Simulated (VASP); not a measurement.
Input for VASP

### INCAR
```
SYSTEM = Ni3Si
PREC = Accurate
ENCUT = 400
EDIFF = 1E-6
NELM = 100
ALGO = Normal
LREAL = .FALSE.
LASPH = .TRUE.
ISMEAR = 1
SIGMA = 0.1
GGA = PE
LMAXMIX = 4
LWAVE = .FALSE.
LCHARG = .FALSE.
ISIF = 2
```

**KPOINTS**
```
Automatic mesh
0
Gamma
7 7 7
0 0 0
```

POSCAR:
```
Ni3Si
1
    3.5802138942     0.0000000000     0.0000000000
    0.0000000000     3.5802446377     0.0000000000
    0.0000000000     0.0000000000     3.5802673295
Si Ni
1 3
Direct
  0.0000000000   0.0000000000   0.0000000000
  0.0000000000   0.5000000000   0.5000000000
  0.5000000000   0.0000000000   0.5000000000
  0.5000000000   0.5000000000   0.0000000000
```

POTCAR, in this order: Si Ni (PBE.64 set). Program: vasp_std.

Task: One choice in this input is risky. Which, and does it do harm here?

Result: The risk: the lattice vectors carry noise near SYMPREC. Here it does no harm: the run (PBE GGA, plane waves, VASP's PBE PAW potentials (set 64)) converges to the same energy and pressure as with the safe setting.
**OSZICAR**
```
       N       E                     dE             d eps       ncg     rms          rms(c)
DAV:   1     0.176674666596E+03    0.17667E+03   -0.13252E+04   840   0.173E+03
DAV:   2    -0.175501725987E+02   -0.19422E+03   -0.18720E+03   845   0.340E+02
DAV:   3    -0.269538034560E+02   -0.94036E+01   -0.90144E+01   923   0.977E+01
DAV:   4    -0.271805296832E+02   -0.22673E+00   -0.22577E+00   986   0.135E+01
DAV:   5    -0.271884164059E+02   -0.78867E-02   -0.78861E-02   951   0.246E+00    0.183E+01
DAV:   6    -0.275857916434E+02   -0.39738E+00   -0.58340E+01   955   0.122E+02    0.183E+01
DAV:   7    -0.236214725889E+02    0.39643E+01   -0.17102E+01   954   0.686E+01    0.355E+00
DAV:   8    -0.236033800275E+02    0.18093E-01   -0.76425E-01   868   0.611E+00    0.138E+00
DAV:   9    -0.235858621563E+02    0.17518E-01   -0.36557E-02  1132   0.275E+00    0.552E-01
DAV:  10    -0.235834459225E+02    0.24162E-02   -0.33024E-03  1148   0.444E-01    0.227E-01
DAV:  11    -0.235830661936E+02    0.37973E-03   -0.77092E-04  1279   0.314E-01    0.529E-02
DAV:  12    -0.235830576683E+02    0.85252E-05   -0.10369E-04   885   0.114E-01    0.141E-02
DAV:  13    -0.235830572925E+02    0.37589E-06   -0.66432E-06   917   0.176E-02
   1 F= -.23583057E+02 E0= -.23584393E+02  d E =0.400785E-02
```

The compound is Ni3Si in the L1_2 structure. The cell was not relaxed at this level. The run is not spin-polarised, so no magnetic state was tried.
